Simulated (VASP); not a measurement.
All values below come from PBE GGA with D4 dispersion, VASP's PBE PAW potentials (set 64) (plane waves; VASP).

Input for VASP

### INCAR
```
SYSTEM=PbTe
PREC=Accurate; ENCUT=520; LREAL=.FALSE.
LASPH=.TRUE.
EDIFF=1E-7; NELM=100; ALGO=Normal
LMAXMIX=4
ISMEAR=0; SIGMA=0.05
GGA=PE; IVDW=13
ISIF=2
LWAVE=.FALSE.; LCHARG=.FALSE.
```

**KPOINTS**
```
kpoints
0
G
 7 7 7
```

File POSCAR:
```
PbTe
1
    0.0000000000     3.2979930600     3.2979930600
    3.2979930600     0.0000000000     3.2979930600
    3.2979930600     3.2979930600     0.0000000000
Te Pb
1 1
Direct
  0.5000000000   0.5000000000   0.5000000000
  1.0000000000   1.0000000000   0.0000000000
```

POTCAR, in this order: Te Pb_d (PBE.64 set). Program: vasp_std.

What VASP printed:

**OSZICAR**
```
       N       E                     dE             d eps       ncg     rms          rms(c)
DAV:   1     0.155268070375E+03    0.15527E+03   -0.91971E+03   560   0.137E+03
DAV:   2     0.458233331005E+01   -0.15069E+03   -0.14783E+03   584   0.343E+02
DAV:   3    -0.735756650174E+01   -0.11940E+02   -0.11864E+02   752   0.102E+02
DAV:   4    -0.766127512636E+01   -0.30371E+00   -0.30361E+00   638   0.200E+01
DAV:   5    -0.767339854387E+01   -0.12123E-01   -0.12123E-01   818   0.353E+00    0.294E+00
DAV:   6    -0.752404929561E+01    0.14935E+00   -0.37082E-01   734   0.465E+00    0.180E+00
DAV:   7    -0.752039100973E+01    0.36583E-02   -0.95730E-02   680   0.167E+00    0.893E-01
DAV:   8    -0.752276532008E+01   -0.23743E-02   -0.11025E-02   584   0.125E+00    0.142E-01
DAV:   9    -0.752258843631E+01    0.17688E-03   -0.16835E-03   796   0.462E-01    0.574E-02
DAV:  10    -0.752263851772E+01   -0.50081E-04   -0.17977E-04   560   0.105E-01    0.242E-02
DAV:  11    -0.752264650625E+01   -0.79885E-05   -0.36897E-05   702   0.516E-02    0.979E-03
DAV:  12    -0.752264673999E+01   -0.23374E-06   -0.22959E-06   710   0.175E-02    0.836E-03
DAV:  13    -0.752264645912E+01    0.28087E-06   -0.33443E-07   614   0.552E-03    0.310E-03
DAV:  14    -0.752264643842E+01    0.20695E-07   -0.41205E-07   572   0.593E-03
   1 F= -.83629439E+01 E0= -.83629439E+01  d E =-.502839E-13
```

### OUTCAR
```
------------------------ aborting loop because EDIFF is reached ----------------------------------------
  Edisp (eV):   -0.84030
  FORCE on cell =-STRESS in cart. coord.  units (eV):
  Direction    XX          YY          ZZ          XY          YZ          ZX
  --------------------------------------------------------------------------------------
  Total      -0.05872    -0.05872    -0.05872     0.00000    -0.00000     0.00000
  in kB      -1.31128    -1.31128    -1.31128     0.00000    -0.00000     0.00000
  external pressure =       -1.31 kB  Pullay stress =        0.00 kB
  volume of cell :       71.74
      direct lattice vectors                 reciprocal lattice vectors
     0.000000000  3.297993060  3.297993060    -0.151607354  0.151607354  0.151607354
     3.297993060  0.000000000  3.297993060     0.151607354 -0.151607354  0.151607354
     3.297993060  3.297993060  0.000000000     0.151607354  0.151607354 -0.151607354
  FREE ENERGIE OF THE ION-ELECTRON SYSTEM (eV)
  ---------------------------------------------------
  free  energy   TOTEN  =        -8.3629439483 eV

  energy  without entropy=       -8.3629439483  energy(sigma->0) =       -8.36294395
```
(Selected blocks of OUTCAR.)

The compound is PbTe in the rock salt structure. This cell is one point of a volume scan, at 1.06 of the reference volume.
